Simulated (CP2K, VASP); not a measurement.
VASP ran on this input.

File POSCAR:
```
Ca(ZnP)2
1
    4.0154300000     0.0000000000     0.0000000000
   -2.0077150000     3.4774640000     0.0000000000
    0.0000000000     0.0000000000     6.8128800000
Ca Zn P
1 2 2
Direct
  0.0000000000   0.0000000000   0.0000000000
  0.3333330000   0.6666670000   0.6332800000
  0.6666670000   0.3333330000   0.3667200000
  0.6666670000   0.3333330000   0.7362500000
  0.3333330000   0.6666670000   0.2637500000
```

File KPOINTS:
```
Automatic mesh
0
Gamma
8 8 4
0 0 0
```

### INCAR
```
SYSTEM = Ca(ZnP)2
ISMEAR = -1
LASPH = .TRUE.   # aspherical one-centre terms
LREAL = .FALSE.
ENCUT = 300   # plane-wave cut-off (eV)
ISIF = 2   # forces and stress, cell fixed
LWAVE = .FALSE.
EDIFF = 1E-6   # SCF stop (eV)
LCHARG = .FALSE.
NELM = 100
GGA = PS   # PBEsol
ALGO = Normal   # blocked Davidson
LMAXMIX = 4   # l cut-off of mixed one-centre charges
PREC = Accurate
SIGMA = 0.05   # width (eV)
```

POTCAR, in this order: Ca_sv Zn P (PBE.64 set). Program: vasp_std.

Q: Translate it to CP2K.

A: One input that does it (PBEsol, GPW, DZVP-MOLOPT-SR-GTH basis, GTH-PBE potentials (GTH_POTENTIALS)):
```
&GLOBAL
  PROJECT calc
  RUN_TYPE ENERGY_FORCE
  PRINT_LEVEL LOW
&END GLOBAL
&FORCE_EVAL
  METHOD Quickstep
  STRESS_TENSOR ANALYTICAL
  &DFT
    BASIS_SET_FILE_NAME BASIS_MOLOPT
    POTENTIAL_FILE_NAME GTH_POTENTIALS
    &QS
      METHOD GPW
      EPS_DEFAULT 1E-10
    &END QS
    &MGRID
      CUTOFF 600
      REL_CUTOFF 50
      NGRIDS 5
    &END MGRID
    &SCF
      SCF_GUESS ATOMIC
      EPS_SCF 1E-6
      MAX_SCF 100
      ADDED_MOS 8
      &DIAGONALIZATION
        ALGORITHM STANDARD
      &END DIAGONALIZATION
      &MIXING
        METHOD BROYDEN_MIXING
        ALPHA 0.3
        NBUFFER 10
        BETA 1
      &END MIXING
      &SMEAR ON
        METHOD FERMI_DIRAC
        ELECTRONIC_TEMPERATURE [K] 580.23
      &END SMEAR
    &END SCF
    &KPOINTS
      SCHEME MONKHORST-PACK 8 8 4
      GAMMA_CENTERED T
    &END KPOINTS
    &XC
      &XC_FUNCTIONAL
        &PBE
          PARAMETRIZATION PBESOL
        &END PBE
      &END XC_FUNCTIONAL
    &END XC
    &PRINT
      &MO
        EIGENVALUES T
        OCCUPATION_NUMBERS T
        NDIGITS 8
        FILENAME mo
        &EACH
          QS_SCF 0
        &END EACH
        ADD_LAST NUMERIC
      &END MO
      &MULLIKEN OFF
      &END MULLIKEN
    &END PRINT
  &END DFT
  &SUBSYS
    &CELL
      A 4.01543000 0.00000000 0.00000000
      B -2.00771500 3.47746400 0.00000000
      C 0.00000000 0.00000000 6.81288000
      PERIODIC XYZ
    &END CELL
    &COORD
      Ca       0.00000000     0.00000000     0.00000000
      Zn      -0.00000201     2.31831049     4.31446065
      Zn       2.00771701     1.15915351     2.49841935
      P        2.00771701     1.15915351     5.01598290
      P       -0.00000201     2.31831049     1.79689710
    &END COORD
    &KIND Ca
      BASIS_SET DZVP-MOLOPT-SR-GTH-q10
      POTENTIAL GTH-PBE-q10
    &END KIND
    &KIND Zn
      BASIS_SET DZVP-MOLOPT-SR-GTH-q12
      POTENTIAL GTH-PBE-q12
    &END KIND
    &KIND P
      BASIS_SET DZVP-MOLOPT-SR-GTH-q5
      POTENTIAL GTH-PBE-q5
    &END KIND
  &END SUBSYS
  &PRINT
    &FORCES ON
    &END FORCES
    &STRESS_TENSOR ON
    &END STRESS_TENSOR
  &END PRINT
&END FORCE_EVAL
```
Both inputs were run and reached self-consistency, which says nothing on mesh or cut-off. Potentials, basis and cut-offs are each code's own, so they don't translate, and total energies aren't comparable.

The structure comes from a computed database's CaZn2P2 entry; how it stands against other phases isn't given here. The cell was not relaxed at this level, and it may have been scaled.
